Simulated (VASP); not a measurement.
Wanted: the native input for a VASP 6.6.1 run.

* Task: relaxation of the atoms
* Functional: RPBE
* Potentials or basis: VASP PAW PBE potentials, release 64 (Ca_sv, F)
* Cutoff: 520 eV
* k mesh: 8 × 8 × 1
* Occupations: fermi-dirac, width 0.05 eV
* Spin: no spin polarisation
* Dipole correction: yes
* Atoms held fixed (from 0): [0]
* Further INCAR settings: ALGO = Normal; EDIFF = 1e-06; IBRION = 2; EDIFFG = -0.005; NSW = 60

The structure of CaF lies in POSCAR:

```
CaF
1.0
    3.7249700000      0.0000000000      0.0000000000
   -1.8624800000      3.2259200000      0.0000000000
    0.0000000000      0.0000000000     25.5276600000
Ca F
1 1
Selective dynamics
Direct
    0.6666700000      0.3333300000      0.3107600000  F F F
    0.0000000000      0.0000000000      0.2768400000  T T T
```

The cell was built by a generator and needn't be a form met in nature.

The input as run:

INCAR

```
SYSTEM = CaF
ALGO = Normal
DIPOL = 0.5 0.5 0.294
EDIFF = 1E-6
EDIFFG = -0.005
ENCUT = 520
GGA = RP
IBRION = 2
IDIPOL = 3
ISIF = 2
ISMEAR = -1
LASPH = .TRUE.
LCHARG = .FALSE.
LDIPOL = .TRUE.
LREAL = .FALSE.
LWAVE = .FALSE.
NELM = 80
NSW = 60
PREC = Accurate
SIGMA = 0.05
```

KPOINTS

```
k-points
0
G
  8 8 1
  0 0 0
```

Potentials or basis: VASP PAW PBE potentials, release 64 (Ca_sv, F).

The run is started by

```console
$ cat potpaw_PBE.64/Ca_sv/POTCAR potpaw_PBE.64/F/POTCAR > POTCAR
$ mpirun -np 1 vasp_std > vasp.out
```

It gave:

| Quantity | Value |
| --- | --- |
| Energy gained by relaxing | 4.2 meV/atom |
| Ionic steps | 5 |
| Band gap on the k mesh | none (metal or under the smearing width) |

Caveat: an odd number of electrons without spin polarisation forces a metal; a magnetic or distorted state may lie lower.

It took 4.4 min on 1 thread of Intel(R) Xeon(R) Platinum 8488C (Sapphire Rapids), on a shared host, peak memory 0.46 GiB.
